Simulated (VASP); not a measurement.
GeH3C, 10 atoms in the cell. The structure is trigonal, space group P-3 (No. 147). Conventional cell: a = 4.110 Å, b = 4.110 Å, c = 8.826 Å, α = 90.00°, β = 90.00°, γ = 120.00°. Ge (site symmetry 3) is surrounded by 1 C at 1.99 Å. C (site symmetry 3) is surrounded by 3 H at 1.10 Å. H (site symmetry 1) is surrounded by 1 C at 1.10 Å. The cell comes from a database or a generator and needn't be the stable form of this composition.

* Program: VASP 6.6.1
* Task: relaxation of cell and atoms
* Functional: PBE
* Potentials or basis: VASP PAW PBE potentials, release 64 (Ge_d, C, H)
* Cutoff: 600 eV
* k mesh: 7 × 7 × 3
* Occupations: gaussian, width 0.05 eV
* Spin: no spin polarisation
* Further INCAR settings: ALGO = Fast; EDIFF = 1e-06; IBRION = 2; EDIFFG = -0.005; NSW = 60; ISIF = 3

Potentials or basis: VASP PAW PBE potentials, release 64 (Ge_d, C, H).

Command:

```console
$ cat potpaw_PBE.64/Ge_d/POTCAR potpaw_PBE.64/C/POTCAR potpaw_PBE.64/H/POTCAR > POTCAR
$ mpirun -np 1 vasp_std > vasp.out
```

Hardware: 1 thread of Intel(R) Xeon(R) Platinum 8259CL CPU @ 2.50GHz (Skylake/Cascade Lake), with other jobs on the host.

Task: Estimate the wall time of this run.

Result: It took 17 min on 1 thread of Intel(R) Xeon(R) Platinum 8259CL CPU @ 2.50GHz (Skylake/Cascade Lake), with other jobs on the host, peak memory 0.37 GiB. Counts: scf iterations 109, k points 26, ion steps 25.
